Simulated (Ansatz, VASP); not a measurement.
# Cross-check of W between VASP and Ansatz

One calculation is typed for both programs; each brings its own data sets and cutoff. How far apart do they land?

Method: plane waves, with VASP 6.6.1 beside it; single point at PBEsol, in Ansatz 0.2.0.

### Step 1. The structure

The structure is cubic, space group Im-3m (No. 229). Conventional cell: a = 3.165 Å, b = 3.165 Å, c = 3.165 Å, α = 90.00°, β = 90.00°, γ = 90.00°. Nearest to W lie 8 W at 2.74 Å.

Structure file:

```
W
1.0
    -1.58240    1.58240    1.58240
     1.58240   -1.58240    1.58240
     1.58240    1.58240   -1.58240
W
1
Direct
  0.00000 0.00000 0.00000
```

### Step 2. VASP: single point, PBEsol

A single point gives forces, pressure and levels at one fixed geometry, so differences don't come from the geometry; what else differs is listed under the comparison.

Lines of VASP's logs that name or quote its potential files are left out, and so is its time.

INCAR reads:

```
SYSTEM = W
PREC = Accurate
ENCUT = 400
EDIFF = 1E-05
NELM = 100
ISMEAR = 0
SIGMA = 0.05
LREAL = .FALSE.
ALGO = Normal
GGA = PS
NBANDS = 9
LASPH = .TRUE.
LORBIT = 11
LWAVE = .FALSE.
LCHARG = .FALSE.
KPAR = 4
```

POSCAR reads:

```
W
1.0
   -1.5824000000      1.5824000000      1.5824000000
    1.5824000000     -1.5824000000      1.5824000000
    1.5824000000      1.5824000000     -1.5824000000
W
1
Direct
    0.0000000000      0.0000000000      0.0000000000
```

KPOINTS reads:

```
Automatic mesh
0
Gamma
10 10 10
0 0 0
```

Potentials, in the order of the species: W (PBE family, release 64).

Launch:

```
$ mpirun -np 4 vasp_std
```

Numbers of over 12 decimals in the logs are rounded to 6 here.

Log:

```text
[banner, memory and clock lines left out]
running    4 mpi-ranks, on    1 nodes
 distrk:  each k-point on    1 cores,    4 groups
 distr:  one band on    1 cores,    1 groups

 POSCAR found type information on POSCAR W
 POSCAR found :  1 types and       1 ions
|                                                                             |
|               ----> ADVICE to this user running VASP <----                  |
|                                                                             |
|     You enforced a specific xc type in the INCAR file but a different       |
|     [... a line on the potential file left out ...]
|     I HOPE YOU KNOW WHAT YOU ARE DOING!                                     |
|                                                                             |

 LDA part: xc-table for (Slater+PW92), standard interpolation
 POSCAR, INCAR and KPOINTS ok, starting setup
 FFT: planning ... GRIDC
 FFT: planning ... GRID_SOFT
 FFT: planning ... GRID
 WAVECAR not read
 entering main loop
       N       E                     dE             d eps       ncg     rms          rms(c)
DAV:   1     0.344299459966E+01    0.34430E+01   -0.26000E+03   846   0.462E+02
DAV:   2    -0.142140962165E+02   -0.17657E+02   -0.16873E+02   991   0.119E+02
DAV:   3    -0.146077406314E+02   -0.39364E+00   -0.39299E+00   979   0.137E+01
DAV:   4    -0.146087869574E+02   -0.10463E-02   -0.10463E-02   923   0.812E-01
DAV:   5    -0.146087894314E+02   -0.24740E-05   -0.24736E-05  1018   0.339E-02    0.213E+01
DAV:   6    -0.140810231241E+02    0.52777E+00   -0.40156E-01   926   0.404E+00    0.104E+01
DAV:   7    -0.138765443917E+02    0.20448E+00   -0.46131E-01   951   0.419E+00    0.297E-01
DAV:   8    -0.138742292851E+02    0.23151E-02   -0.23326E-03   922   0.351E-01    0.925E-02
DAV:   9    -0.138740488885E+02    0.18040E-03   -0.13952E-04  1030   0.579E-02    0.157E-02
DAV:  10    -0.138740521003E+02   -0.32117E-05   -0.87553E-06   607   0.202E-02
   1 F= -.13874052E+02 E0= -.13873720E+02  d E =-.663503E-03
```

From OUTCAR (step 2):

```text
ion  position               nearest neighbor table
   1  0.000  0.000  0.000-

  LATTYP: Found a body centered cubic cell.
 ALAT       =     3.1648000000

 Subroutine GETGRP returns: Found 48 space group operations
 (whereof 48 operations were pure point group operations)

The static configuration has the point symmetry O_h .

 Found     47 irreducible k-points:

   k-points           NKPTS =     47   k-points in BZ     NKDIM =     47   number of bands    NBANDS=      9

   dimension x,y,z NGX =    18 NGY =   18 NGZ =   18
   dimension x,y,z NGXF=    36 NGYF=   36 NGZF=   36

   ENCUT  =  400.0 eV  29.40 Ry    5.42 a.u.   4.47  4.47  4.47*2*pi/ulx,y,z

   NELECT =       6.0000    total number of electrons

 k-points in reciprocal lattice and weights: Automatic mesh
   0.00000000  0.00000000  0.00000000       0.001
   0.10000000  0.00000000  0.00000000       0.012
   0.20000000  0.00000000  0.00000000       0.012
   0.30000000  0.00000000  0.00000000       0.012
   0.40000000  0.00000000  0.00000000       0.012
   0.50000000  0.00000000  0.00000000       0.006
   0.10000000  0.10000000  0.00000000       0.024
   0.20000000  0.10000000 -0.00000000       0.048
   0.30000000  0.10000000 -0.00000000       0.048
[...]
0.50000000  0.50000000  0.40000000       0.012
   0.50000000  0.50000000  0.50000000       0.001

 average (electrostatic) potential at core
       1 -37.7440

 E-fermi :   7.8299

 k-point     1 :       0.0000    0.0000    0.0000
  band No.  band energies     occupation
      1      -1.9818      2.00000
      2       6.3941      2.00000
      3       6.3941      2.00000
      4       6.3941      2.00000
      5       9.8586      0.00000
      6       9.8586      0.00000
      7      22.9301      0.00000
      8      22.9301      0.00000
      9      22.9301      0.00000

 k-point     2 :       0.1000    0.0000    0.0000
  band No.  band energies     occupation
      1      -1.5172      2.00000
      2       6.1147      2.00000
      3       6.3168      2.00000
      4       6.8626      2.00000
      5       9.4694      0.00000
      6       9.8707      0.00000
      7      23.2997      0.00000
      8      23.7422      0.00000
      9      23.9968      0.00000

 k-point     3 :       0.2000    0.0000    0.0000
  band No.  band energies     occupation
      1      -0.2978      2.00000
      2       5.4568      2.00000
      3       5.9509      2.00000
      4       8.2161      0.00000
      5       9.1464      0.00000
      6       9.9615      0.00000
      7      23.5397      0.00000
      8      25.2423      0.00000
    ...

  Total       -0.6157022     -0.6157022     -0.6157022      0.0000000      0.0000000     -0.0000000
  in kB      -62.2404141    -62.2404141    -62.2404141      0.0000000      0.0000000     -0.0000000
  external PRESSURE =     -62.2404141 kB  Pullay stress =       0.0000000 kB

  energy-cutoff  :      400.00
  volume of cell :       15.85
      direct lattice vectors                 reciprocal lattice vectors
    -1.582400000  1.582400000  1.582400000     0.000000000  0.315975733  0.315975733
     1.582400000 -1.582400000  1.582400000     0.315975733  0.000000000  0.315975733
     1.582400000  1.582400000 -1.582400000     0.315975733  0.315975733  0.000000000

 POSITION                                       TOTAL-FORCE (eV/Angst)
 -----------------------------------------------------------------------------------
      0.00000      0.00000      0.00000         0.000000      0.000000     -0.000000
 -----------------------------------------------------------------------------------
    total drift:                                0.000000      0.000000      0.000000

  FREE ENERGIE OF THE ION-ELECTRON SYSTEM (eV)
  ---------------------------------------------------
  free  energy   TOTEN  =       -13.8740521003 eV

  energy  without entropy=      -13.8733885977  energy(sigma->0) =      -13.87372035

 total charge
# of ion       s       p       d       tot
------------------------------------------
    1        0.671   0.725   4.170   5.567

[... 3 further parts left out ...]
```

The data set W keeps the semicore shell frozen, which is cheaper and a little less accurate.

### Step 3. Ansatz: single point, PBEsol

Ansatz runs on its default PAW (the set named soft_2) files.

The same cell, functional, mesh and smearing now go to Ansatz, which takes its cutoff from its data sets.

input.yaml reads:

```yaml
crystal:
  lattice:
    - [-1.5824, 1.5824, 1.5824]
    - [1.5824, -1.5824, 1.5824]
    - [1.5824, 1.5824, -1.5824]
  atoms:
    - { symbol: W, position: [0.0, 0.0, 0.0] }
hamiltonian:
  xc: pbesol
  pseudopotentials: { kind: paw }
kpoints:
  mp_grid: { grid: [10, 10, 10] }
scf:
  occupations: { method: gaussian, width: 0.05 }
  n_extra_bands: 4
output:
  forces: true
  stress: true
  eigenvalues: true
```

Launch:

```
$ ansatz run input.yaml --threads 2 --pin off --max-ram 4608MiB --backend cpu --events-out ev --progress --plain --runs-dir out
```

Log:

```text
scf.n_extra_bands = 4 over 7 filled bands (N_el = 14.0): the run solves 11 bands
Engine: ansatz 0.2.0, aarch64-unknown-linux-gnu
Pseudopotentials: kind: paw
Pseudopotential: W, paw, valence charge 14, recommended cutoff 420 eV (normal), W.paw.azcp
Functional definition: PBEsol
  exchange = pbesol_x
  correlation = pbesol_c
Crystal: 1 atoms, lattice volume = 15.849 Å³
Basis set: ecut = 420 eV, 321 PW (Γ), exchange–correlation on 40×40×40 points (8 copies of the dense FFT grid, shifted against one another)
Bands: 11, of which v1, the nominal top of the filled ones, is band 7 counted from 1 (6 counted from 0)
Symmetry: 48 space group operations
Space group: Im-3m (ITA 229), of the structure as read, at distance tolerance 2.5e-5 Å
k-points: 47 of 1000
Non-local potential: W, projectors of the file, l = 0: 3, l = 1: 2, l = 2: 2, l = 3: 1
PAW form: soft (Blöchl's): semilocal exchange-correlation on the pseudo side does not see the compensation charge
PAW frozen core: W, regenerated for the run's functional, and the local potential with it (the file was generated under x = pbe(κ = 0.804, μ = 0.219515), c = pbe(β = 0.066725))
PAW one-centre angular grid: W, 590 points (default); XC on 64 Gauss nodes
Initial density: superposition of atomic densities (neutral atoms: chi_scale 0, normalization atom), corrected by the library's trained network
Initial wavefunctions: pseudopotential atomic-orbital guess
Functional: x = pbesol(κ = 0.804, μ = 0.123457), c = pbesol(β = 0.046)
SCF iter   1: F=—  HF=-10256.558424 eV  |F-HF|=—  |Δ(HF+E_count)|=         —  Δρ=3.23e-3  dr2=6.26e-4  ethr=1.77e-3  ⟨swp⟩=5.1  Hψ=2751  notcnv=0
preconditioner: auto → none  [insulator: Δε(μ)=0.172 eV  Ē_g=9.057 eV  σ=0.050 eV  W_gap=0.84  n_scr=0 (ndim 8)  ℏωp=22.8 eV  f_vac=0.000  D(μ)=0.58/eV (n_scr^D=0)  ε∞_Penn≈7.4]
SCF iter   2: F=—  HF=-10256.558128 eV  |F-HF|=—  |Δ(HF+E_count)|=   2.96e-4  Δρ=1.54e-3  dr2=1.17e-4  ethr=4.47e-6  ⟨swp⟩=2.2  Hψ=1063  notcnv=0
SCF iter   3: F=—  HF=-10256.558146 eV  |F-HF|=—  |Δ(HF+E_count)|=   1.84e-5  Δρ=3.14e-4  dr2=7.19e-6  ethr=8.34e-7  ⟨swp⟩=2.0  Hψ=759  notcnv=0
SCF iter   4: F=—  HF=-10256.558145 eV  |F-HF|=—  |Δ(HF+E_count)|=   1.22e-6  Δρ=5.27e-5  dr2=2.19e-7  ethr=5.14e-8  ⟨swp⟩=2.1  Hψ=643  notcnv=0
iter 5 did not close the SCF: its close was put off for the readings that it lacked (scf_convergence_deferred on its scf_iter line)
SCF iter   5: F=-10256.558145 eV  HF=-10256.558145 eV  |F-HF|=3.85e-8  |Δ(HF+E_count)|=   3.86e-8  Δρ=1.90e-5  dr2=4.48e-8  ethr=1.56e-9  ⟨swp⟩=2.0  Hψ=842  notcnv=0
SCF iter   6: F=-10256.558145 eV  HF=-10256.558145 eV  |F-HF|=5.04e-9  |Δ(HF+E_count)|=   1.93e-8  Δρ=6.93e-6  dr2=5.90e-9  ethr=3.20e-10  ⟨swp⟩=2.3  Hψ=1853  notcnv=0
SCF 1 converged in 6 iterations: F = -10256.558145 eV  dr2 = 5.90e-9
  greatest PAW one-centre occupation: 1.000 electrons in one spin orbital (limit 2), on the W atom at site 0 (counted from 0), in its partial waves of l = 0
SCF converged after 6 iterations
Free energy (F): -10256.558145 eV
Harris-Foulkes:  -10256.558145 eV  (|F-HF|=5.04e-9)
Internal energy: -10256.557435 eV  (E = F + TS)
E sigma→0 (E₀):  -10256.557790 eV
Entropy (-TS):   -0.000710 eV (-0.710 meV/atom)
Fermi energy:    22.627856 eV
--- Per-component energies (eV) ---
  E_band       = -83.687669
  E_kinetic    = 450.151975
  E_local      = -600.730368  (includes V_loc(G=0)·N_el)
  E_nonlocal   = 2.905352
  E_hartree    = 214.860551
  E_xc         = -265.244592
  E_vxc        = -238.660776  (∫ρ·V_xc dr)
  E_paw        = -8436.009809  (= ΣΔE_a)
  E_vpaw       = -127.072741  (= ΣTr[D̂ρ^β])
  E_aug_tail   = -0.000061  (compensation charges beyond the density's cutoff)
  E_ewald      = -1622.712274
  E_core_change = 0.221792  (= ΣΔE_core)
  E_smearing   = -0.000710  (= −TS)
  E_closure    = 0.000000  (closes the sum)
  Σ components = -10256.558145   (vs F -10256.558145, Δ=0.00e0)
--- Forces (eV/Å), atoms counted from 1 ---
  atom   1  W      0.00000000    -0.00000000     0.00000000
  max |Σ_I F_I| component: 5.34e-32 eV/Å
--- Stress (GPa, compression-positive) ---
       -2.946346      -0.000000      -0.000000
       -0.000000      -2.946346       0.000000
       -0.000000       0.000000      -2.946346
  P = ⅓ Tr σ = -2.9463 GPa (-29.463 kbar)
--- Band table (eV; the first three rows and the last of 47) ---
  k-point 0: bands = [... 3 lower, -15.2354, 12.8105, 21.1978, 21.1978, 21.1978, 24.6712, 24.6712, 36.9775]
  k-point 1: bands = [... 3 lower, -15.2360, 13.2873, 20.9158, 21.1181, 21.6656, 24.2728, 24.6804, 37.3550]
  k-point 2: bands = [... 3 lower, -15.2378, 14.5251, 20.2541, 20.7471, 23.0169, 23.9489, 24.7674, 37.6855]
  k-point 46: bands = [... 3 lower, -16.1429, 16.5960, 16.5960, 27.6087, 27.6087, 27.6087, 30.7000, 30.7000]
```

Wall time 0.85 s (2 threads of Arm Neoverse N1, shared host); peak memory 0.25 GiB.

The run ends at a pressure of -2.95 GPa.

### Step 4. Side by side

Known differences besides the PAW data sets themselves: the data sets hold 14 valence electrons in Ansatz (default PAW (the set named soft_2) files) and 6 in VASP; the cutoff is 420 eV in Ansatz and 400 eV in VASP; Ansatz makes its cores anew for this functional, VASP keeps those of its PBE data sets. Total energies have different zeros and are not compared.

The two programs side by side:

```
      quantity  Ansatz   VASP  difference
pressure (GPa)   -2.95  -6.22       +3.28
```

Ansatz's pressure holds a Pulay correction of 0.06 GPa; VASP's holds none.

### Step 5. Looking for the cause

The difference is large enough to ask for its cause, so further runs change the set-up of one program at a time, as the table lists.

```
                                                           run  difference in pressure (GPa)
                                                      as above                           3.3
cores kept as stored, as VASP does, whose cores stay as stored                           3.3
                             Ansatz's all-electron LAPW method                           3.3
                       Ansatz's larger PAW set (cutoff 880 eV)                           3.4
                   norm-conserving potentials (cutoff 1007 eV)                           3.5
```

### Step 6. Summary of results

```json
{
  "difference in pressure (single point, PBEsol)": "3.3 GPa"
}
```

The difference in pressure is 3.3 GPa (single point, PBEsol), beyond the 1 GPa picked in this series as the mark of a large difference. For single point, PBEsol: no further run halves the difference in pressure; only Ansatz's side was varied, and Ansatz's runs with other potentials lie closer to each other than to VASP, which for this quantity points to VASP's side; this was not tested here. The all-electron run, which needs no data set, lies 3.3 GPa from VASP and 0.065 GPa from Ansatz's PAW result, so it sides with Ansatz. How closely two codes agree says nothing of how well the functional describes the real material.

[Lines on the potential files, build, host, timing and source positions are cut from VASP's logs without a mark.]

[Logs are printed without paths, hosts, clocks, repeated set-up lines and the standing remarks that a program may print on its own settings, such as how far it seeks lower states.]

[Hosts, paths, dates, database ids (printed as entryN), source tags and the programs' standing remarks are cut or masked in the printed files.]
